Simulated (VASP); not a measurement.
OSZICAR of a VASP run on Mo (bcc):

File OSZICAR:
```
       N       E                     dE             d eps       ncg     rms          rms(c)
DAV:   1     0.919987853531E+02    0.91999E+02   -0.83779E+03  4314   0.131E+03
DAV:   2    -0.976654409298E+01   -0.10177E+03   -0.98782E+02  4653   0.344E+02
DAV:   3    -0.111268965589E+02   -0.13604E+01   -0.13483E+01  4970   0.396E+01
DAV:   4    -0.111308750021E+02   -0.39784E-02   -0.39857E-02  4704   0.243E+00
DAV:   5    -0.111308959766E+02   -0.20975E-04   -0.20981E-04  4978   0.176E-01    0.136E+01
DAV:   6    -0.105590238004E+02    0.57187E+00   -0.10534E+00  4632   0.124E+01    0.357E+00
DAV:   7    -0.104852280481E+02    0.73796E-01   -0.21518E-01  5015   0.527E+00    0.999E-01
DAV:   8    -0.104825680761E+02    0.26600E-02   -0.44097E-03  4461   0.968E-01    0.185E-01
DAV:   9    -0.104827037955E+02   -0.13572E-03   -0.15869E-04  5066   0.177E-01    0.719E-02
DAV:  10    -0.104827114526E+02   -0.76572E-05   -0.16197E-05  4551   0.536E-02    0.875E-03
DAV:  11    -0.104827139103E+02   -0.24576E-05   -0.39859E-07  5132   0.663E-03    0.143E-03
DAV:  12    -0.104827130902E+02    0.82005E-06   -0.13379E-08  2559   0.152E-03    0.100E-04
DAV:  13    -0.104827131465E+02   -0.56268E-07   -0.51453E-10  2412   0.330E-04
   1 F= -.10482713E+02 E0= -.10482713E+02  d E =0.000000E+00
```

Task: Which electronic solver shows in the log?

Result: It is blocked Davidson (ALGO = Normal, or the opening steps of other solvers). The INCAR had ALGO = Normal.

Task: Can the final energy be trusted as converged?

Result: The run converged. It stopped with EDIFF = 1E-7, NELM = 100 (revPBE GGA, plane waves, VASP's PBE PAW potentials (set 64)).

The compound is Mo in the bcc structure. It was relaxed first.
